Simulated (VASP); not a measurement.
All values below come from LDA (Ceperley-Alder, Perdew-Zunger), VASP's LDA PAW potentials (set 64) (plane waves; VASP 6.6.1).

VASP ran on this input.

File KPOINTS:
```
Automatic mesh
0
Gamma
10 10 10
0 0 0
```

File POSCAR:
```
Ga2BiAs
1
    2.0938885743     1.2089073111     6.8950279323
   -2.0938885743     1.2089073111     6.8950279323
   -0.0000000000    -2.4178146223     6.8950279323
Ga Bi As
2 1 1
Direct
  0.1169534614   0.1169534614   0.1169534614
  0.6321872556   0.6321872556   0.6321872556
  0.5011771579   0.5011771579   0.5011771579
  0.9996721251   0.9996721251   0.9996721251
```

INCAR:
```
SYSTEM = Ga2BiAs
PREC = Accurate
ENCUT = 400
EDIFF = 1E-7
NELM = 100
ALGO = Normal
LREAL = .FALSE.
LASPH = .TRUE.
ISMEAR = -5
LMAXMIX = 4
LWAVE = .FALSE.
LCHARG = .TRUE.
LORBIT = 11
NEDOS = 601
ISIF = 2
LEFG = .TRUE.
```

POTCAR, in this order: Ga_d Bi_d As (LDA.64 set). Program: vasp_std.

Output of the run:

**OUTCAR**
```
 ion  position               nearest neighbor table
   1  0.117  0.117  0.117-   4 2.43   3 2.64   3 2.64   3 2.64
   2  0.632  0.632  0.632-   4 2.52   4 2.52   4 2.52   3 2.71
   3  0.501  0.501  0.501-   1 2.64   1 2.64   1 2.64   2 2.71
   4  1.000  1.000  1.000-   1 2.43   2 2.52   2 2.52   2 2.52
  LATTYP: Found a trigonal (rhomboedric) cell.
 ALAT       =     7.3066569945
 COS(alpha) =     0.8357521170
 Subroutine PRICEL returns:
 Original cell was already a primitive cell.
 Subroutine GETGRP returns: Found  6 space group operations
The static configuration has the point symmetry C_3v.
The dynamic configuration has the point symmetry C_3v.
 Subroutine INISYM returns: Found  6 space group operations
 Subroutine IBZKPT returns following result:
 Found    116 irreducible k-points:

 Following reciprocal coordinates:
            Coordinates               Weight
  0.000000  0.000000  0.000000      1.000000
  0.100000  0.000000  0.000000      6.000000
  0.200000  0.000000  0.000000      6.000000
  0.300000  0.000000  0.000000      6.000000
  0.400000  0.000000 -0.000000      6.000000
  0.500000  0.000000  0.000000      3.000000
  0.100000  0.100000  0.000000      6.000000
  0.200000  0.100000 -0.000000     12.000000
  0.300000  0.100000 -0.000000     12.000000
  0.400000  0.100000  0.000000     12.000000
  0.500000  0.100000  0.000000     12.000000
 -0.400000  0.100000  0.000000     12.000000
 -0.300000  0.100000 -0.000000     12.000000
 -0.200000  0.100000  0.000000     12.000000
 -0.100000  0.100000  0.000000      6.000000
  0.200000  0.200000  0.000000      6.000000
  0.300000  0.200000  0.000000     12.000000
  0.400000  0.200000 -0.000000     12.000000
  0.500000  0.200000  0.000000     12.000000
 -0.400000  0.200000  0.000000     12.000000
 -0.300000  0.200000 -0.000000     12.000000
 -0.200000  0.200000  0.000000      6.000000
  0.300000  0.300000 -0.000000      6.000000
  0.400000  0.300000 -0.000000     12.000000
  0.500000  0.300000 -0.000000     12.000000
 -0.400000  0.300000  0.000000     12.000000
 -0.300000  0.300000  0.000000      6.000000
  0.400000  0.400000 -0.000000      6.000000
  0.500000  0.400000  0.000000     12.000000
 -0.400000  0.400000  0.000000      6.000000
  0.500000  0.500000  0.000000      3.000000
  0.100000  0.100000  0.100000      2.000000
  0.200000  0.100000  0.100000      6.000000
  0.300000  0.100000  0.100000      6.000000
  0.400000  0.100000  0.100000      6.000000
  0.500000  0.100000  0.100000      6.000000
 -0.400000  0.100000  0.100000      6.000000
 -0.300000  0.100000  0.100000      6.000000
 -0.200000  0.100000  0.100000      6.000000
 -0.100000  0.100000  0.100000      6.000000
   k-points           NKPTS =    116   k-points in BZ     NKDIM =    116   number of bands    NBANDS=     27
   number of dos      NEDOS =    601   number of ions     NIONS =      4
   total plane-waves  NPLWV = 110592
   dimension x,y,z NGX =    48 NGY =   48 NGZ =   48
   dimension x,y,z NGXF=    96 NGYF=   96 NGZF=   96
   ions per type =               2   1   1
   PREC   = accura    normal or accurate (medium, high low for compatibility)
   ISTART =      0    job   : 0-new  1-cont  2-samecut
   ICHARG =      2    charge: 1-file 2-atom 10-const
   ISPIN  =      1    spin polarized calculation?
   LNONCOLLINEAR =      F non collinear calculations
   LSORBIT =      F    spin-orbit coupling
   INIWAV =      1    electr: 0-lowe 1-rand  2-diag
   ENCUT  =  400.0 eV  29.40 Ry    5.42 a.u.  11.92 11.92 11.92*2*pi/ulx,y,z
   NELM   =    100;   NELMIN=  2; NELMDL= -5     # of ELM steps
   EDIFF  = 0.1E-06   stopping-criterion for ELM
...
```

File OSZICAR:
```
       N       E                     dE             d eps       ncg     rms          rms(c)
DAV:   1     0.349803774775E+03    0.34980E+03   -0.20721E+04  6264   0.213E+03
DAV:   2     0.238203099963E+02   -0.32598E+03   -0.32092E+03  6480   0.480E+02
DAV:   3    -0.160510630564E+02   -0.39871E+02   -0.39050E+02  7402   0.159E+02
DAV:   4    -0.177100534433E+02   -0.16590E+01   -0.16479E+01  7546   0.338E+01
DAV:   5    -0.177610054438E+02   -0.50952E-01   -0.50778E-01  9248   0.567E+00    0.353E+00
DAV:   6    -0.174997936528E+02    0.26121E+00   -0.41722E-01  7852   0.865E+00    0.201E+00
DAV:   7    -0.174316562442E+02    0.68137E-01   -0.23008E-01  7242   0.360E+00    0.507E-01
DAV:   8    -0.174290097959E+02    0.26464E-02   -0.40714E-02  7617   0.222E+00    0.162E-01
DAV:   9    -0.174288598219E+02    0.14997E-03   -0.39154E-03  8217   0.615E-01    0.756E-02
DAV:  10    -0.174287214537E+02    0.13837E-03   -0.11242E-03  9239   0.185E-01    0.470E-02
DAV:  11    -0.174288364609E+02   -0.11501E-03   -0.72415E-04  8058   0.123E-01    0.277E-02
DAV:  12    -0.174287945127E+02    0.41948E-04   -0.65275E-05  7832   0.101E-01    0.918E-03
DAV:  13    -0.174287744798E+02    0.20033E-04   -0.15696E-05  7516   0.272E-02    0.532E-03
DAV:  14    -0.174287591376E+02    0.15342E-04   -0.14340E-04  7941   0.161E-02    0.233E-02
DAV:  15    -0.174287824138E+02   -0.23276E-04   -0.10388E-04  7590   0.272E-02    0.605E-03
DAV:  16    -0.174287735271E+02    0.88867E-05   -0.10515E-06  5316   0.107E-02    0.519E-03
DAV:  17    -0.174287699832E+02    0.35439E-05   -0.13873E-05  5551   0.345E-03    0.216E-02
DAV:  18    -0.174287780059E+02   -0.80227E-05   -0.61861E-05  5591   0.836E-03    0.546E-03
DAV:  19    -0.174287763975E+02    0.16084E-05   -0.74842E-08  3852   0.266E-03    0.526E-03
DAV:  20    -0.174287740177E+02    0.23799E-05   -0.50713E-08  3966   0.192E-03    0.493E-03
DAV:  21    -0.174287725165E+02    0.15012E-05   -0.43045E-08  3720   0.132E-03    0.471E-03
DAV:  22    -0.174287711695E+02    0.13470E-05   -0.80945E-07  3909   0.116E-03    0.216E-02
DAV:  23    -0.174287802832E+02   -0.91138E-05   -0.83013E-05  5636   0.819E-03    0.562E-03
DAV:  24    -0.174287776112E+02    0.26720E-05   -0.10174E-07  4409   0.339E-03    0.536E-03
DAV:  25    -0.174287759910E+02    0.16202E-05   -0.34030E-08  3760   0.131E-03    0.517E-03
DAV:  26    -0.174287752968E+02    0.69420E-06   -0.16190E-08  3420   0.766E-04    0.508E-03
DAV:  27    -0.174287751765E+02    0.12035E-06   -0.72834E-09  3366   0.548E-04    0.507E-03
DAV:  28    -0.174287748196E+02    0.35694E-06   -0.48833E-09  3357   0.457E-04    0.503E-03
DAV:  29    -0.174287748470E+02   -0.27468E-07   -0.25482E-09  3327   0.335E-04
   1 F= -.17428775E+02 E0= -.17428775E+02  d E =0.000000E+00
```

File OUTCAR:
```
------------------------ aborting loop because EDIFF is reached ----------------------------------------
  FORCE on cell =-STRESS in cart. coord.  units (eV):
  Direction    XX          YY          ZZ          XY          YZ          ZX
  --------------------------------------------------------------------------------------
  Total        0.0373108      0.0373108     -0.0445146      0.0000000      0.0000000      0.0000000
  in kB        0.5708356      0.5708358     -0.6810505      0.0000000      0.0000000      0.0000000
  external PRESSURE =       0.1535403 kB  Pullay stress =       0.0000000 kB
  volume of cell :      104.72
      direct lattice vectors                 reciprocal lattice vectors
     2.093888574  1.208907311  6.895027932     0.238790166  0.137865546  0.048344015
    -2.093888574  1.208907311  6.895027932    -0.238790166  0.137865546  0.048344015
     0.000000000 -2.417814622  6.895027932     0.000000000 -0.275731092  0.048344015
 POSITION                                       TOTAL-FORCE (eV/Angst)
 -----------------------------------------------------------------------------------
      0.00000     -0.00000      2.41919         0.000000     -0.000000      0.049486
      0.00000     -0.00000     13.07685         0.000000      0.000000     -0.039463
      0.00000     -0.00000     10.36689         0.000000      0.000000     -0.027917
      0.00000     -0.00000     20.67830         0.000000     -0.000000      0.017894
 -----------------------------------------------------------------------------------
    total drift:                               -0.000000      0.000018     -0.000011
  FREE ENERGIE OF THE ION-ELECTRON SYSTEM (eV)
  ---------------------------------------------------
  free  energy   TOTEN  =       -17.4287748470 eV

  energy  without entropy=      -17.4287748470  energy(sigma->0) =      -17.42877485

 total charge

# of ion       s       p       d       tot
------------------------------------------
    1        0.935   0.817   9.974  11.726
    2        0.920   0.713   9.973  11.606
    3        1.454   1.664   9.913  13.032
    4        1.234   1.531   0.029   2.795
--------------------------------------------------
tot          4.544   4.726  29.889  39.159

 Electric field gradients after diagonalization (V/A^2)
 (convention: |V_zz| > |V_xx| > |V_yy|)
----------------------------------------------------------------------
 ion       V_xx      V_yy      V_zz     asymmetry (V_yy - V_xx)/ V_zz
----------------------------------------------------------------------
   1       4.172     4.171    -8.343       0.000
   2      -2.753    -2.751     5.504       0.000
   3     -51.535   -51.531   103.067       0.000
   4      21.359    21.359   -42.718       0.000
```
(Selected blocks of OUTCAR.)

For a metal the tetrahedron method with Blöchl corrections gives inexact stress and forces.

The structure comes from a computed database's Ga2BiAs entry (R3m); how it stands against other phases isn't given here. It was relaxed first, which changed the volume by -9 %.
